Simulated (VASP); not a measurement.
Given:

```
Ge
1.0
   11.56740     0.00000     0.00000
    0.00000    11.56740     0.00000
    0.00000     0.00000    11.56740
Ge
64
Direct
  0.50000   0.00000   0.00000
  0.62500   0.12500   0.12500
  0.75000   0.25000   0.00000
  0.87500   0.37500   0.12500
  0.75000   0.00000   0.25000
  0.87500   0.12500   0.37500
  0.00000   0.00000   0.00000
  0.12500   0.12500   0.12500
  0.25000   0.25000   0.00000
  0.37500   0.37500   0.12500
  0.50000   0.50000   0.00000
  0.62500   0.62500   0.12500
  0.75000   0.75000   0.00000
  0.87500   0.87500   0.12500
  0.25000   0.00000   0.25000
  0.37500   0.12500   0.37500
  0.50000   0.25000   0.25000
  0.62500   0.37500   0.37500
  0.75000   0.50000   0.25000
  0.87500   0.62500   0.37500
  0.50000   0.00000   0.50000
  0.62500   0.12500   0.62500
  0.75000   0.25000   0.50000
  0.87500   0.37500   0.62500
  0.75000   0.00000   0.75000
  0.87500   0.12500   0.87500
  0.00000   0.50000   0.00000
  0.12500   0.62500   0.12500
  0.25000   0.75000   0.00000
  0.37500   0.87500   0.12500
  0.00000   0.25000   0.25000
  0.12500   0.37500   0.37500
  0.25000   0.50000   0.25000
  0.37500   0.62500   0.37500
  0.50000   0.75000   0.25000
  0.62500   0.87500   0.37500
  0.00000   0.00000   0.50000
  0.12500   0.12500   0.62500
  0.25000   0.25000   0.50000
  0.37500   0.37500   0.62500
  0.50000   0.50000   0.50000
  0.62500   0.62500   0.62500
  0.75000   0.75000   0.50000
  0.87500   0.87500   0.62500
  0.25000   0.00000   0.75000
  0.37500   0.12500   0.87500
  0.50000   0.25000   0.75000
  0.62500   0.37500   0.87500
  0.75000   0.50000   0.75000
  0.87500   0.62500   0.87500
  0.00000   0.75000   0.25000
  0.12500   0.87500   0.37500
  0.00000   0.50000   0.50000
  0.12500   0.62500   0.62500
  0.25000   0.75000   0.50000
  0.37500   0.87500   0.62500
  0.00000   0.25000   0.75000
  0.12500   0.37500   0.87500
  0.25000   0.50000   0.75000
  0.37500   0.62500   0.87500
  0.50000   0.75000   0.75000
  0.62500   0.87500   0.87500
  0.00000   0.75000   0.75000
  0.12500   0.87500   0.87500
```

Computed with PBE GGA, VASP's PBE PAW potentials (set 64) (plane waves; VASP 6.6.1). Numerical set-up: PREC = Normal, LREAL = Auto, 400 eV cut-off, 1×1×1 Γ-centred mesh, Gaussian smearing of 0.050 eV, potentials Ge.

The supercell is sampled at Γ alone, which is coarse: total energies, pressure and levels can be off, energies of defects by several tenths of an eV.

Give the stress tensor in GPa (positive for a compressed cell).

```
2.20  0.00  0.00
0.00  2.20  0.00
0.00  0.00  2.20
```
The pressure is its mean diagonal, 2.20 GPa.

The cell is a supercell, built from Ge (diamond).
